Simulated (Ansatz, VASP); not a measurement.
## Two plane-wave programs on Li5Ru2

INCAR

```
SYSTEM = Li5Ru2
ALGO = Normal
EDIFF = 1E-7
ENCUT = 520
GGA = PE
ISIF = 2
ISMEAR = 0
LASPH = .TRUE.
LCHARG = .FALSE.
LREAL = .FALSE.
LWAVE = .FALSE.
NBANDS = 30
NELM = 80
PREC = Accurate
SIGMA = 0.1
```

The input KPOINTS:

```
k-points
0
G
  6 6 2
  0 0 0
```

POSCAR

```
Li5Ru2
1.0
    3.4239495200      0.0000000000      0.0000000000
   -1.7119747600      2.9652272700      0.0000000000
    0.0000000000      0.0000000000      8.0669143500
Li Ru
5 2
Direct
    0.3333333300      0.6666666700      0.3275024500
    0.6666666700      0.3333333300      0.3275024500
    0.6666666700      0.3333333300      0.6724975500
    0.3333333300      0.6666666700      0.6724975500
    0.0000000000      0.0000000000      0.0000000000
    0.3333333300      0.6666666700      0.0000000000
    0.6666666700      0.3333333300      0.0000000000
```

Input for Ansatz:

```yaml
crystal:
  lattice:
    - [3.42394952, 0.0, 0.0]
    - [-1.71197476, 2.96522727, 0.0]
    - [0.0, 0.0, 8.06691435]
  atoms:
    - { symbol: Li, position: [0.33333333, 0.66666667, 0.32750245] }
    - { symbol: Li, position: [0.66666667, 0.33333333, 0.32750245] }
    - { symbol: Li, position: [0.66666667, 0.33333333, 0.67249755] }
    - { symbol: Li, position: [0.33333333, 0.66666667, 0.67249755] }
    - { symbol: Li, position: [0.0, 0.0, 0.0] }
    - { symbol: Ru, position: [0.33333333, 0.66666667, 0.0] }
    - { symbol: Ru, position: [0.66666667, 0.33333333, 0.0] }
basis:
  ecutwfc: 420
kpoints:
  mp_grid: { grid: [6, 6, 2] }
hamiltonian:
  xc: pbe
scf:
  occupations: { method: gaussian, width: 0.1 }
  lower_state_search: "off"
output:
  forces: true
  stress: true
  eigenvalues: true
```

Alike in both runs: task single point; functional PBE; k mesh 6 × 6 × 2; occupations gaussian, width 0.1 eV; no spin polarisation.

```csv
,VASP,Ansatz
version,VASP 6.6.1,Ansatz 0.2.0
potentials or method,"VASP PAW PBE potentials, release 64 (Li_sv, Ru_pv)","scalar-relativistic, plane waves, PAW"
plane-wave cutoff (eV),520,420
valence electrons in the cell,43,47
```

|  | VASP | Ansatz | Ansatz less VASP |
| --- | --- | --- | --- |
| gap on the k mesh at the Fermi level (eV) | none | none | - |
| rms of the force components (eV/Å) | 0.013 | 0.004 | -0.0090 |

Atom by atom the forces differ by 0.009 eV/Å (rms over components). A gap of «none» marks a metal or a gap that the smearing closes. With one functional, cell and mesh, what is left measures potentials, basis and numerics. The two sets of potentials don't hold the same shells in valence.

Caveats: the k mesh is coarse (spacing up to 0.39 Å⁻¹), so the values aren't converged.
